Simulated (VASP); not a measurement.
VASP runs on Ta (bcc) share one base input (PBE GGA, plane waves, VASP's PBE PAW potentials (set 64)) and change the settings named in each case.

**POSCAR**
```
Ta
1
   -1.6500000000     1.6500000000     1.6500000000
    1.6500000000    -1.6500000000     1.6500000000
    1.6500000000     1.6500000000    -1.6500000000
Ta
1
Direct
  0.0000000000   0.0000000000   0.0000000000
```

**KPOINTS**
```
K-points
0
gamma
  14 14 14
0 0 0
```

**INCAR**
```
PREC = Accurate
ISMEAR = 1   # Methfessel-Paxton
LREAL = F
ALGO = Normal   # blocked Davidson
LASPH = T
GGA = PE
LCHARG = F
SIGMA = 0.1
LMAXMIX = 6
NELM = 100   # most electronic steps
ENCUT = 400   # plane-wave cut-off (eV)
SYSTEM = Ta
LWAVE = F
ISIF = 2   # forces and stress, cell fixed
EDIFF = 1E-6
```

POTCAR, in this order: Ta_pv (PBE.64 set). Program: vasp_std.

```json
[
 {"change": "base run", "E(σ→0) (eV/atom)": "-11.8154", "pressure (GPa)": "3.70"},
 {"change": "ENCUT = 520, POTCAR Ta (PBE.64 set)", "E(σ→0) (eV/atom)": "-11.8691", "pressure (GPa)": "1.67"},
 {"change": "ENCUT = 520", "E(σ→0) (eV/atom)": "-11.8158", "pressure (GPa)": "3.74"},
 {"change": "ENCUT = 800", "E(σ→0) (eV/atom)": "-11.8162", "pressure (GPa)": "3.77"}
]
```
 Energies of different potentials or functionals have different zeros. Unless said otherwise, spin-orbit coupling is left out, though it shifts the bands of the heavy elements here.

Left out are runs that ran out of time, are held back, or changed the cell or the kind of run, fixed moments of cells without a moment, rows past the twelfth, gaps on odd meshes, pressures of charged cells and columns that move by less than the noise.

The compound is Ta in the bcc structure. The cell was not relaxed at this level.
